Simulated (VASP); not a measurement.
Consider the following.

```yaml
crystal:
  lattice:
    - [0.00000, 2.34953, 2.34953]
    - [2.34953, 0.00000, 2.34953]
    - [2.34953, 2.34953, 0.00000]
  atoms:
    - { symbol: Lu, position: [0.00000, 0.00000, 0.00000] }
    - { symbol: N, position: [0.50000, 0.50000, 0.50000] }
```

Calculation: PBEsol GGA, VASP's PBE PAW potentials (set 64) (plane waves; VASP). Settings: 520 eV cut-off, 9×9×9 Γ-centred mesh, Gaussian smearing of 0.050 eV, potentials Lu_3 N.

**Question.** Predict the energy per atom (σ→0).

**Answer.** 
energy per atom (σ→0): -8.774 eV/atom

The structure comes from a computed database's LuN entry (Fm-3m); how it stands against other phases isn't given here. It was relaxed first. The start is the result of an earlier pass.
